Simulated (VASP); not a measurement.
An input for Quantum ESPRESSO's pw.x (written as the equivalent of a VASP run, and not itself run):

```
&CONTROL
  calculation = 'vc-relax'
  pseudo_dir = './pseudo'
  outdir = './out'
  tprnfor = .true.
  tstress = .true.
  nstep = 60
  forc_conv_thr = 0.00078
/
&SYSTEM
  ibrav = 0
  nat = 6
  ntyp = 3
  ecutwfc = 96
  occupations = 'smearing'
  smearing = 'methfessel-paxton'
  degauss = 0.00735
  input_dft = 'vdw-df-ob86'
  nspin = 2
  starting_magnetization(1) = 0.3
  starting_magnetization(2) = -0.3
/
&ELECTRONS
  conv_thr = 7.3e-08
  electron_maxstep = 100
/
&IONS
/
&CELL
/
ATOMIC_SPECIES
  Mn1 54.938 Mn.upf
  Mn2 54.938 Mn.upf
  O 15.999 O.upf
CELL_PARAMETERS angstrom
     4.3702201   -0.0000000    0.0000000
     0.0000000    4.3702201    0.0000000
     0.0000000    0.0000000    2.8377851
ATOMIC_POSITIONS crystal
  Mn1  1.0000000  0.0000000  0.0000000
  Mn2  0.5000000  0.5000000  0.5000000
  O    0.3033582  0.3033582  1.0000000
  O    0.8033582  0.1966418  0.5000000
  O    0.1966418  0.8033582  0.5000000
  O    0.6966418  0.6966418  0.0000000
K_POINTS automatic
  6 6 10 0 0 0
```

Problem. Translate this input to VASP (INCAR, KPOINTS, POSCAR, choice of POTCAR).

Solution. This is not unique; one that fits is 
INCAR:
```
# general
SYSTEM   = MnO2
PREC     = Accurate
ENCUT    = 520   # plane-wave cut-off (eV)
LREAL    = .False.   # projection in real space or not
LASPH    = .True.   # aspherical one-centre terms

# electronic loop
EDIFF    = 1E-6
NELM     = 100   # most electronic steps
ALGO     = Normal   # blocked Davidson
LMAXMIX  = 4   # l cut-off of mixed one-centre charges

# smearing
ISMEAR   = 1
SIGMA    = 0.1   # width (eV)

# functional
GGA      = MK
LUSE_VDW = .True.
AGGAC    = 0.0
PARAM1   = 0.1234
PARAM2   = 1.0

# spin
ISPIN    = 2   # spin-polarised
MAGMOM   = 3.0 -3.0 4*0.0

# ions
IBRION   = 2
NSW      = 60
ISIF     = 3   # ions, shape and volume
EDIFFG   = -0.02   # ionic stop

# output
LWAVE    = .False.
LCHARG   = .False.
LORBIT   = 10
```

**KPOINTS**
```
Automatic
0
gamma
6 6 10
```

**POSCAR**
```
MnO2
1
    4.3702201015    -0.0000000000     0.0000000000
    0.0000000000     4.3702201015     0.0000000000
    0.0000000000     0.0000000000     2.8377850828
Mn O
2 4
Direct
  1.0000000000   0.0000000000   0.0000000000
  0.5000000000   0.5000000000   0.5000000000
  0.3033582004   0.3033582004   1.0000000000
  0.8033582004   0.1966417996   0.5000000000
  0.1966417996   0.8033582004   0.5000000000
  0.6966417996   0.6966417996   0.0000000000
```

POTCAR, in this order: Mn_pv O (PBE.64 set). Program: vasp_std.

The two are equivalent in intent, not identical: the potentials are each code's own (VASP's PAW set, PseudoDojo norm-conserving files in pw.x), so ENCUT and ecutwfc are chosen apart and not converted; conv_thr bounds pw.x's estimated SCF error, while EDIFF bounds the energy change between steps; starting_magnetization is a fraction of the valence charge and MAGMOM a moment in μB, so they match only roughly; forc_conv_thr acts on force components and is met together with etot_conv_thr.

The compound is MnO2 in the rutile structure. This run relaxes it. Symmetry was kept, so distortions that lower it aren't found. The start is the result of an earlier pass.
